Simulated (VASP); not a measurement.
VASP input:

**INCAR**
```
# general
SYSTEM=KF
PREC  =Accurate
ENCUT =400   # plane-wave cut-off (eV)
LREAL =.FALSE.   # projection in real space or not
LASPH =.TRUE.   # aspherical one-centre terms

# electronic loop
EDIFF =1E-6   # SCF stop (eV)
NELM  =100   # most electronic steps
ALGO  =Normal   # blocked Davidson

# smearing
ISMEAR=0
SIGMA =0.01

# functional
GGA   =PE

# ions
ISIF  =2   # forces and stress, cell fixed

# output
LWAVE =.FALSE.
LCHARG=.FALSE.
```

**KPOINTS**
```
Automatic mesh
0
Gamma
6 6 6
0 0 0
```

POSCAR:
```
KF
1.0
  0.0000000000   2.6244200000   2.6244200000
  2.6244200000   0.0000000000   2.6244200000
  2.6244200000   2.6244200000   0.0000000000
K F
1 1
direct
  0.0000000000   0.0000000000   0.0000000000
  0.5000000000   0.5000000000   0.5000000000
```

POTCAR, in this order: K_sv F (PBE.64 set). Program: vasp_std.

Task: Write an equivalent input for Ansatz.

Result: One equivalent input (not run):
Ansatz 0.2 input:
```yaml
crystal:
  lattice:
    - [0.0000000, 2.6244200, 2.6244200]
    - [2.6244200, 0.0000000, 2.6244200]
    - [2.6244200, 2.6244200, 0.0000000]
  atoms:
    - { symbol: K, position: [0.0000000, 0.0000000, 0.0000000] }
    - { symbol: F, position: [0.5000000, 0.5000000, 0.5000000] }
kpoints:
  mp_grid: { grid: [6, 6, 6] }
hamiltonian:
  xc: pbe
  pseudopotentials: { kind: paw }
scf:
  occupations: { method: gaussian, width: 0.01 }
  max_iter: 100
output: { forces: true, stress: true, eigenvalues: true }
```
What does not carry over: each code has its own PAW files, so the cut-off isn't converted (ENCUT is set for VASP's; basis.ecutwfc is left out, and Ansatz then takes the one that its files recommend); Ansatz stops its SCF on the density residual and VASP on the energy change (EDIFF).

The structure comes from a computed database's KF entry; how it stands against other phases isn't given here. The cell was not relaxed at this level.
